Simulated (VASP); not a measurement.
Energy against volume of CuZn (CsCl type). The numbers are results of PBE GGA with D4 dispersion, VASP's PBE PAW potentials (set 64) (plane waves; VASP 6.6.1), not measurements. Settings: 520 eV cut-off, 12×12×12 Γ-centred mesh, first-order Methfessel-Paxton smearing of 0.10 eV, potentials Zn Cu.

```tsv
V (Å³/atom)	E (eV/atom)
12.121	-2.94575
12.496	-2.95168
12.871	-2.94835
13.246	-2.93730
```

Question: Fit these four points and predict the energy of the run at 11.747 Å³/atom.

Answer: A cubic in V^(−2/3), the third-order Birch-Murnaghan form, passes through the four points with V0 = 12.54 Å³/atom and B0 = 129 GPa, and gives -2.9287 eV/atom there. The run gave -2.9288 eV/atom, -0.0 meV/atom from the fit; all five points give B0 = 129 GPa.

The compound is CuZn in the CsCl type structure. It was relaxed first.
